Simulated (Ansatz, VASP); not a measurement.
# TiC: VASP beside Ansatz, part 2 of 2

Wanted: the spread between two codes on one cell, functional and k mesh. The cell is taken from a series of runs on this material, whose earlier steps may have relaxed, scaled, displaced or heated it; both programs get it as it stands.

VASP 6.6.1 and Ansatz 0.2.0.

So far: The starting structure; VASP: zone-centre phonons, PBEsol.

### 3. Ansatz: zone-centre phonons, PBEsol

Level of this step: Ansatz beside VASP: Kohn-Sham DFT, plane waves, PBEsol (Ansatz).

Ansatz runs on its PAW soft_1 files.

The same cell, functional, mesh and smearing now go to Ansatz, which takes its cutoff from its data sets.

Contents of input.yaml:

```yaml
crystal:
  lattice:
    - [0.0, 2.2323010498, 2.1117492798]
    - [2.2323010498, 0.0, 2.1117492798]
    - [2.2323010498, 2.2323010498, 0.0]
  atoms:
    - { symbol: C, position: [0.5, 0.5, 0.5] }
    - { symbol: Ti, position: [0.0, 0.0, 0.0] }
kpoints:
  mp_grid: { grid: [16, 16, 16] }
hamiltonian:
  xc: pbesol
  pseudopotentials: { kind: paw, azcp: { folder: soft_1 }, xc_functional: pbe }
scf:
  occupations: { method: methfessel_paxton, width: 0.2 }
output:
  eigenvalues: true
phonons:
  method: dfpt
```

Run with:

```console
ansatz run input.yaml --threads 4 --pin off --max-ram 10240MiB --backend cpu --events-out ev --progress --plain --runs-dir out
```

Numbers of over 12 decimals in the logs are rounded to 6 here.

Output:

```text
zone centre: on kpoints.mp_grid the ground state, and the responses unless they are solved on pairs of k-points, stand on 621 of the mesh's 4096 k-points, reduced under 8 symmetry operations, with k and −k counted as one. Each operation leaves every solved displacement unchanged or reverses it
Engine: ansatz 0.2.0, x86_64-unknown-linux-gnu
Pseudopotentials: kind: paw
Pseudopotential: C, paw, valence charge 4, recommended cutoff 420 eV (normal), soft_1/C.paw.azcp
Pseudopotential: Ti, paw, valence charge 12, recommended cutoff 420 eV (normal), soft_1/Ti.paw.azcp
Functional definition: PBEsol
  exchange = pbesol_x
  correlation = pbesol_c
Crystal: 2 atoms, lattice volume = 21.046 Å³
Basis set: ecut = 420 eV, 395 PW (Γ), exchange–correlation on 48×48×48 points (8 copies of the dense FFT grid, shifted against one another)
Bands: 12, of which v1, the nominal top of the filled ones, is band 8 counted from 1 (7 counted from 0)
Symmetry: 16 space group operations
k-points: 621 of 4096 (irreducible under 8 space group operations)
Non-local potential: C, projectors of the file, l = 0: 2, l = 1: 2, l = 2: 1
Non-local potential: Ti, projectors of the file, l = 0: 3, l = 1: 2, l = 2: 3, l = 3: 1
PAW form: soft (Blöchl's): semilocal exchange-correlation on the pseudo side does not see the compensation charge
PAW frozen core: C, regenerated for the run's functional, and the local potential with it (the file was generated under x = pbe(κ = 0.804, μ = 0.219515), c = pbe(β = 0.066725))
PAW frozen core: Ti, regenerated for the run's functional, and the local potential with it (the file was generated under x = pbe(κ = 0.804, μ = 0.219515), c = pbe(β = 0.066725))
PAW one-centre angular grid: C, 110 points (default); XC on 64 Gauss nodes
PAW one-centre angular grid: Ti, 590 points (default); XC on 64 Gauss nodes
Initial density: superposition of atomic densities (chi_scale 0.1, normalization cell, long waves kept (reshape's long-wave potential 0.00 eV rms))
Initial wavefunctions: pseudopotential atomic-orbital guess
Functional: x = pbesol(κ = 0.804, μ = 0.123457), c = pbesol(β = 0.046)
SCF iter   1: F=—  HF=-2723.280252 eV  |F-HF|=—  |Δ(HF+E_count)|=         —  Δρ=1.33e-1  dr2=4.93e0  ethr=3.10e-3  ⟨swp⟩=4.1  Hψ=34327  notcnv=0
preconditioner: auto → none  [metal: Δε(μ)=0.010 eV  Ē_g=8.794 eV  σ=0.200 eV  W_gap=0.04  n_scr=8 (ndim 8)  ℏωp=22.9 eV  f_vac=0.000  D(μ)=0.21/eV (n_scr^D=0)  sad-step TF]
SCF iter   2: F=—  HF=-2722.801217 eV  |F-HF|=—  |Δ(HF+E_count)|=   4.79e-1  S|Δr|=    0.00e0  Δρ=9.35e-2  dr2=2.49e0  ethr=3.10e-3  ⟨swp⟩=2.0  Hψ=14850  notcnv=0
SCF iter   3: F=—  HF=-2722.319828 eV  |F-HF|=—  |Δ(HF+E_count)|=   4.81e-1  S|Δr|=    0.00e0  Δρ=8.59e-3  dr2=9.58e-3  ethr=3.10e-3  ⟨swp⟩=3.0  Hψ=16147  notcnv=0
SCF iter   4: F=—  HF=-2722.317217 eV  |F-HF|=—  |Δ(HF+E_count)|=   2.61e-3  S|Δr|=    0.00e0  Δρ=1.68e-3  dr2=3.49e-4  ethr=5.99e-5  ⟨swp⟩=2.0  Hψ=17839  notcnv=0
SCF iter   5: F=—  HF=-2722.317247 eV  |F-HF|=—  |Δ(HF+E_count)|=   2.97e-5  S|Δr|=    0.00e0  Δρ=4.30e-4  dr2=3.01e-5  ethr=2.18e-6  ⟨swp⟩=2.0  Hψ=10036  notcnv=0
SCF iter   6: F=—  HF=-2722.317246 eV  |F-HF|=—  |Δ(HF+E_count)|=   7.75e-7  S|Δr|=    0.00e0  Δρ=8.32e-5  dr2=1.44e-6  ethr=1.88e-7  ⟨swp⟩=2.0  Hψ=12135  notcnv=0
SCF iter   7: F=—  HF=-2722.317246 eV  |F-HF|=—  |Δ(HF+E_count)|=   2.00e-7  S|Δr|=    0.00e0  Δρ=5.90e-6  dr2=4.76e-9  ethr=9.03e-9  ⟨swp⟩=3.0  Hψ=12320  notcnv=0
SCF iter   8: F=—  HF=-2722.317246 eV  |F-HF|=—  |Δ(HF+E_count)|=   2.09e-9  S|Δr|=    0.00e0  Δρ=2.83e-6  dr2=1.79e-9  ethr=2.97e-11  ⟨swp⟩=2.7  Hψ=12481  notcnv=0
SCF iter   9: F=-2722.317246 eV  HF=-2722.317246 eV  |F-HF|=2.73e-12  |Δ(HF+E_count)|=  4.56e-10  S|Δr|=    0.00e0  Δρ=1.13e-7  dr2=2.40e-12  ethr=1.00e-12  ⟨swp⟩=4.3  Hψ=33586  notcnv=0
the search or the solves at the SCF's close seem to have found levels that the self-consistency loop had missed (the run counts 1). By its estimate they hold under 1e-12 electrons; where the run keeps them, the occupations were computed again with them
SCF 1 converged in 9 iterations: F = -2722.317246 eV  dr2 = 2.40e-12
  greatest PAW one-centre occupation: 0.998 electrons in one spin orbital (limit 2), on the Ti atom at site 1 (counted from 0), in its partial waves of l = 0
DFPT response loops at Γ: preconditioner auto → Kerker (q_TF=auto, 2.606 Å⁻¹) (partly filled bands, converged f_vac=0.000); β = 1.00, the filter's whole step (`scf.mixing.beta` (0.50) is not read by the response loops under this deck's `scf.mixing.preconditioner`; to damp them name `kerker` or `kerker_dos`, under which they read `scf.mixing.beta`, and type it under 1.00, their step now; both keys bind the ground state too); Broyden in place of MSR1
SCF converged after 9 iterations
Stability not checked: this state was not tested for a lower state beside it, because cold or Methfessel-Paxton smearing, or corrected tetrahedra, fill the levels in a way that the test cannot read (fill_not_monotonic; see scf.lower_state_search)
Free energy (F): -2722.317246 eV
Harris-Foulkes:  -2722.317246 eV  (|F-HF|=2.73e-12)
Internal energy: -2722.317584 eV  (E = F + TS)
E sigma→0 (E₀):  -2722.317331 eV
Entropy (-TS):   0.000338 eV (0.169 meV/atom)
Fermi energy:    13.931284 eV
Step filling:    the computed levels leave a gap of 0.0000 eV = 0.0 smearing widths at the electron count; against every level under it full and every level over it empty, smearing changes F+E_penalty+E_count by +0.264 meV and its σ→0 estimate by +0.180 meV
--- Per-component energies (eV) ---
  E_band       = -121.948055
  E_kinetic    = 363.750611
  E_local      = -852.615138  (includes V_loc(G=0)·N_el)
  E_nonlocal   = 84.003559
  E_hartree    = 332.707568
  E_xc         = -162.649225
  E_vxc        = -203.751860  (∫ρ·V_xc dr)
  E_paw        = -1111.667873  (= ΣΔE_a)
  E_vpaw       = -178.750356  (= ΣTr[D̂ρ^β])
  E_aug_tail   = -0.000062  (compensation charges beyond the density's cutoff)
  E_ewald      = -1376.007510
  E_core_change = 0.160485  (= ΣΔE_core)
  E_smearing   = 0.000338  (= −TS)
  E_closure    = 0.000000  (closes the sum)
  Σ components = -2722.317246   (vs F -2722.317246, Δ=0.00e0)
--- Band table (eV; the first three rows and the last of 621) ---
  k-point 0: bands = [... 4 lower, 1.7139, 14.4633, 14.4633, 14.8472, 15.3909, 15.5233, 15.5233, 15.7088]
  k-point 1: bands = [... 4 lower, 1.7996, 14.1222, 14.2519, 14.5406, 14.8521, 15.0113, 15.8120, 16.3997]
  k-point 2: bands = [... 4 lower, 2.0516, 13.2877, 13.5396, 13.7618, 14.9346, 15.0720, 16.1103, 17.3960]
  k-point 620: bands = [... 4 lower, 4.0500, 10.9116, 12.2934, 13.6029, 13.6029, 16.5736, 17.3109, 17.3109]
--- Phonons (Γ-DFPT): 4 representative perturbations + reference, on 621 of 4096 k-points (Σ response iterations 12) ---
  k mesh reduced under 8 symmetry operations, with k and −k counted as one. Each operation leaves every solved displacement unchanged or reverses it
  ASR residual: 5.625e-5 → 0.000e0 eV/Å²; symmetrization residual: 8.721e-7 eV/Å²
  ASR residual per site (eV/Å²): 3.17e-5 5.63e-5
  Γ frequencies (cm⁻¹): 0.00 0.00 0.00 437.99 437.99 567.47
  non-analytic LO–TO correction: not included (Born effective charges unavailable; polar crystals: no LO–TO splitting at Γ)
```

### 4. Differences

Known differences besides the potentials themselves: the cutoff is 420 eV in Ansatz and 600 eV in VASP; Ansatz makes its cores anew for this functional, VASP keeps those of its PBE data sets. Total energies have different zeros and are not compared.

Compared:

```tsv
quantity	Ansatz	VASP	difference
optical mode 1 to 2 (cm⁻¹)	438.0	439.6	-0.36 %
optical mode 3 (cm⁻¹)	567.5	569.5	-0.36 %
```

Modes are paired by rising frequency, not by their patterns, so a pair may set unlike modes beside each other; they are those without the splitting of longitudinal modes.

### 5. Summary of results

```yaml
r_m_s_difference_of_the_optical_zone_centre_modes_each_program_s_sorted_by_frequency_zone_centre_phonons_pbesol: 1.7 cm⁻¹
```

**Reading.** The r.m.s. difference of the optical zone-centre modes, each program's sorted by frequency is 1.7 cm⁻¹ (zone-centre phonons, PBEsol). Such differences can come from data sets, numerical settings and the points named under the comparisons, not from the functional's error against experiment.

[Lines on the potential files, build, host, timing and source positions are cut from VASP's logs without a mark.]

[Logs are printed without paths, hosts, clocks, repeated set-up lines and the standing remarks that a program may print on its own settings, such as how far it seeks lower states.]

[Hosts, paths, dates, database ids (printed as entryN), source tags and the programs' standing remarks are cut or masked in the printed files.]
